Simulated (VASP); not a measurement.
Consider the following.

```
NdNi2P2
1.0
   -1.95217     1.95217     4.71327
    1.95217    -1.95217     4.71327
    1.95217     1.95217    -4.71327
Nd Ni P
1 2 2
Direct
  0.00000   0.00000   0.00000
  0.25000   0.75000   0.50000
  0.75000   0.25000   0.50000
  0.37221   0.37221   0.00000
  0.62779   0.62779   0.00000
```

The numbers are results of PBEsol GGA, VASP's PBE PAW potentials (set 64) (plane waves; VASP 6.6.1), not measurements. Run with 480 eV cut-off, 10×10×10 Γ-centred mesh, first-order Methfessel-Paxton smearing of 0.10 eV, potentials Nd_3 Ni P.

The 4f electrons are frozen in the core of the lanthanide potential, so 4f levels, which can set the real gap, and their magnetism are missing.

### Question
Predict the energy per atom (σ→0), band gap (on the k-mesh) with the smallest direct gap where there is one.

### Answer

```json
{
 "band gap (on the k-mesh)": "none (metal, semimetal or under 0.01 eV)",
 "energy per atom (σ→0)": "-6.883 eV/atom"
}
```

Only differences to runs with the same potentials and settings are physical.

The structure comes from a computed database's NdNi2P2 entry (I4/mmm); how it stands against other phases isn't given here. It was relaxed first. The run is not spin-polarised, so no magnetic state was tried. The electron count is odd and the run is not spin-polarised, which forces a metal.
